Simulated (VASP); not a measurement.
Cost and result of VASP (PAW) for the band gap of MnF2 (rutile). Gaps are without spin-orbit coupling. Each level names its cell: its own relaxed one, PBE's, or the starting one. A gap is the smallest over the k-mesh and a band path; hybrids may have named points in place of the path, and GW has the mesh alone. The cost counts the self-consistent run with its band path or extra points (for GW, with the PBE run and the diagonalisation ahead of it), each on the mesh and cut-off of its row, so the ratios hold those differences too. With PBE it took about 4 core-minutes. Costs are core time on shared hosts, one run each; read them as rough ratios.

```
level              k-mesh  cut-off (eV)  band gap (eV)         cost over PBE
-----------------  ------  ------------  -------------  --------------------
LDA (own cell)      5×5×8           520           1.62  within a factor of 2
PBEsol (own cell)   5×5×8           520           2.05  within a factor of 2
PBE (own cell)      5×5×8           520           2.26             reference
SCAN (own cell)     5×5×8           520           2.89         about 2 times
r2SCAN (own cell)   5×5×8           520            ___                   ___
```

**Question.** What belongs in the gaps?

**Answer.** 
- r2SCAN (own cell), band gap (eV): 3.01
- r2SCAN (own cell), cost over PBE: about 3 times

Left out are levels that failed, ran on another kind of processor or have no fit band path; at most nine are shown.

The compound is MnF2 in the rutile structure.
